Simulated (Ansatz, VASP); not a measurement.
# Zr23Si7O60: VASP beside Ansatz, part 2 of 2

Aim: how closely do two programs agree when they are given the same cell, functional and k mesh? The structure shown is frame 63 of Ansatz's trajectory.

VASP 6.6.1 and Ansatz 0.2.0.

So far: Starting point; Ansatz: dynamics, PBE.

## Step 3: VASP: single point, PBE

Level of this step: PBE; plane waves and PAW (Zr_sv, Si, O) (VASP).

The same cell, functional and mesh now go to VASP, with its own data sets.

Lines of VASP's logs that name or quote its potential files are left out, and so is its time.

INCAR

```
SYSTEM = Zr23Si7O60
PREC = Accurate
ENCUT = 520
EDIFF = 1E-06
NELM = 120
ISMEAR = 0
SIGMA = 0.01
LREAL = Auto
ALGO = Normal
GGA = PE
NBANDS = 400
LASPH = .TRUE.
LORBIT = 11
LWAVE = .FALSE.
LCHARG = .FALSE.
ISIF = 2
GGA_COMPAT = .FALSE.
EFERMI = MIDGAP
NCORE = 2
```

POSCAR

```
Zr23Si7O60
1.0
   10.5509100000      0.0000000000      0.0000000000
    0.0000000000     10.5509100000      0.0000000000
    0.0000000000      0.0000000000     10.5509100000
Zr Si O
23 7 60
Direct
    0.1260744334      0.6695157100      0.1772643308
    0.9832801152      0.2118016361      0.3257254588
    0.2360744239      0.5270635424      0.5064965960
    0.4209779062      0.6552894490      0.2882310625
    0.0845045593      0.9896208005      0.1002472772
    0.6295002042      0.5936170435      0.5175762091
    0.3924590391      0.6256521949      0.7567878031
    0.9405728985      0.3558650391      0.6204772858
    0.9163474999      0.6938074536      0.6160985166
    0.9246406234      0.7374908894      0.9576425161
    0.6533180550      0.8273978263      0.7346854442
    0.3646794447      0.4122582791      0.0615112820
    0.3844976405      0.8482396305      0.9988522317
    0.4215750111      0.9401843064      0.4952463816
    0.7763500968      0.0343382703      0.5452894584
    0.1777477014      0.8640107820      0.7106496027
    0.8250662739      0.6000335516      0.2730664938
    0.4712579294      0.1040668530      0.7648060689
    0.0651697342      0.3849620554      0.0345657389
    0.5970859386      0.6147810947      0.0032689123
    0.9725701385      0.1336661956      0.8442494534
    0.7756582134      0.3451361067      0.0390392867
    0.6459632392      0.8691098682      0.2582905171
    0.4085240041      0.2341219857      0.4468050623
    0.2318378225      0.3220196173      0.7743218357
    0.0859641491      0.9088031269      0.4240202978
    0.6426744233      0.3994536964      0.7450068288
    0.6778088336      0.3051111231      0.3407857711
    0.3063906336      0.1244252865      0.1991676547
    0.8047078404      0.0394278787      0.0668378367
    0.7358133090      0.6584171413      0.6836282368
    0.9880190429      0.0342150582      0.4384455938
    0.0202162657      0.3403403119      0.4515250343
    0.8035325863      0.1586024333      0.9674900080
    0.6252256914      0.0081225221      0.6654497100
    0.8618782645      0.1700516827      0.6698569128
    0.3084283725      0.7196061761      0.1221221677
    0.5130552720      0.7353868055      0.8617550524
    0.4303135938      0.5588617475      0.4592400087
    0.9300050896      0.3335636452      0.1755962282
    0.4321428199      0.1310597854      0.5621695190
    0.2878519483      0.9923883343      0.1196674031
    0.6167430108      0.6797802275      0.3355539949
    0.3906108573      0.1299508763      0.3285024704
    0.9954695851      0.7399646097      0.7841219383
    0.0147001538      0.5812768756      0.0250784056
    0.2571247409      0.6746147963      0.6317843674
    0.8033809406      0.7728243346      0.1839177853
    0.0280923636      0.5345510482      0.6080423395
    0.5284757429      0.7677252483      0.5983844048
    0.4365405448      0.5221350575      0.9157598728
    0.0897173798      0.2708960649      0.7218998172
    0.6669566890      0.4362751649      0.8985196538
    0.9078363857      0.9520979707      0.9736411362
    0.2206918645      0.3921557477      0.9174184976
    0.8269713229      0.8795070757      0.6371962229
    0.4801102464      0.9816688797      0.9117412621
    0.5350154631      0.7767955560      0.1052705406
    0.2919937712      0.3379708480      0.4508615845
    0.7313208055      0.4493640833      0.3652765496
    0.3187118457      0.2039444939      0.8041865583
    0.7611760502      0.4161441999      0.6443235702
    0.0060269683      0.5765189922      0.2937092630
    0.0941530162      0.1655402235      0.9909391702
    0.3597699156      0.2287385638      0.1094123635
    0.0937075570      0.8104229872      0.0354187459
    0.1602421023      0.1554842189      0.2386239670
    0.2121144053      0.4630501066      0.1485179951
    0.6493847450      0.9675753087      0.4243330670
    0.4949146567      0.5152257009      0.1558064660
    0.2351929834      0.6304669455      0.3435817384
    0.0821161397      0.8565706655      0.2692279623
    0.2895579623      0.4414690297      0.6891538265
    0.7853445817      0.1943908156      0.3919188013
    0.6727476587      0.0002559021      0.1191082096
    0.7378605258      0.7324676260      0.9206125348
    0.9146793973      0.0572272913      0.1818326571
    0.7541150479      0.5332999713      0.1027589089
    0.5891719292      0.2562527782      0.7564750339
    0.6658383021      0.2815586523      0.1835671046
    0.0543934125      0.8082051690      0.5379630762
    0.8094183345      0.6524745259      0.4630121952
    0.5443606286      0.3054997152      0.4172436311
    0.4391564330      0.8429509872      0.3350611464
    0.2808762467      0.7742460129      0.8538694767
    0.9217972668      0.3571066382      0.9035808286
    0.2330983773      0.9434920779      0.4561691835
    0.5419248198      0.5042408664      0.6841021296
    0.3504626615      0.9353506001      0.6848982694
    0.0871678367      0.0059994825      0.7803687075
```

KPOINTS

```
Automatic mesh
0
Gamma
1 1 1
0 0 0
```

Potentials, in the order of the species: Zr_sv, Si and O (PBE family, release 64).

The run is started by

```bash
$ mpirun -np 8 vasp_gam
```

Numbers of over 12 decimals in the logs are rounded to 6 here.

Output:

```text
[banner, memory and clock lines left out]
running    8 mpi-ranks, on    1 nodes
[...]
LDA part: xc-table for (Slater+PW92), standard interpolation
 POSCAR, INCAR and KPOINTS ok, starting setup
[...]
entering main loop
       N       E                     dE             d eps       ncg     rms          rms(c)
DAV:   1     0.864224581478E+04    0.86422E+04   -0.41589E+05   800   0.174E+03
DAV:   2    -0.101420590019E+03   -0.87437E+04   -0.84511E+04   960   0.505E+02
DAV:   3    -0.918142786467E+03   -0.81672E+03   -0.81236E+03   960   0.156E+02
DAV:   4    -0.971950558397E+03   -0.53808E+02   -0.53732E+02  1424   0.328E+01
[...]
DAV:  16    -0.810811524123E+03   -0.11465E-04   -0.31901E-05  1096   0.987E-03    0.100E-02
DAV:  17    -0.810811528243E+03   -0.41198E-05   -0.12234E-05   800   0.715E-03    0.574E-03
DAV:  18    -0.810811529089E+03   -0.84582E-06   -0.35555E-06   776   0.403E-03
   1 F= -.81081153E+03 E0= -.81081153E+03  d E =0.000000E+00
```

OUTCAR, selected parts (step 3):

```text
  FREE ENERGIE OF THE ION-ELECTRON SYSTEM (eV)
  ---------------------------------------------------
  free  energy   TOTEN  =      -810.8115290885 eV

  energy  without entropy=     -810.8115290885  energy(sigma->0) =     -810.81152909
```

The run ends at a pressure of 0.89 GPa, with forces up to 2.7 eV/Å.

## Step 4: Comparison

Known differences besides the potentials themselves: fixed occupations in Ansatz, narrow Gaussian smearing in VASP; the cutoff is 420 eV in Ansatz and 520 eV in VASP (PREC = Accurate, projectors in real space). Total energies have different zeros and are not compared.

Forces on 9 of the 90 atoms, those with the largest forces and the largest differences (eV/Å; atoms numbered as in POSCAR):

| atom | Ansatz x, y, z | VASP x, y, z |
| --- | --- | --- |
| Zr11 | -0.165, -1.704, 1.149 | -0.170, -1.688, 1.218 |
| Zr12 | 0.681, -0.161, -0.193 | 0.729, -0.209, -0.233 |
| Zr15 | 1.419, 1.513, 0.611 | 1.454, 1.582, 0.594 |
| Zr16 | 1.032, -2.080, -0.501 | 1.020, -2.145, -0.527 |
| Zr23 | -0.435, -1.849, -1.018 | -0.456, -1.844, -1.028 |
| Si30 | 2.674, -0.076, -0.169 | 2.680, -0.081, -0.178 |
| O65 | 1.234, 1.729, -1.468 | 1.260, 1.769, -1.501 |
| O67 | -1.974, -0.356, 0.586 | -2.022, -0.348, 0.607 |
| O68 | -0.978, 0.366, 0.114 | -1.027, 0.403, 0.156 |

The forces differ by 22 meV/Å r.m.s., which is 3.2 % of the r.m.s. force of 0.680 eV/Å (both taken over all components).

## Step 5: Outcome

* r.m.s. force difference (single point, PBE): 3.2 % of the r.m.s. force

In words: The r.m.s. force difference is 3.2 % of the r.m.s. force (single point, PBE), beyond the 3 % picked in this series as the mark of a large difference. What causes the difference of the single point, PBE pair stays open here. 2 further runs of this series are not shown here. How closely two codes agree says nothing of how well the functional describes the real material.

[Lines on the potential files, build, host, timing and source positions are cut from VASP's logs without a mark.]

[Logs are printed without paths, hosts, clocks, repeated set-up lines and the standing remarks that a program may print on its own settings, such as how far it seeks lower states.]

[Hosts, paths, dates, database ids (printed as entryN), source tags and the programs' standing remarks are cut or masked in the printed files.]
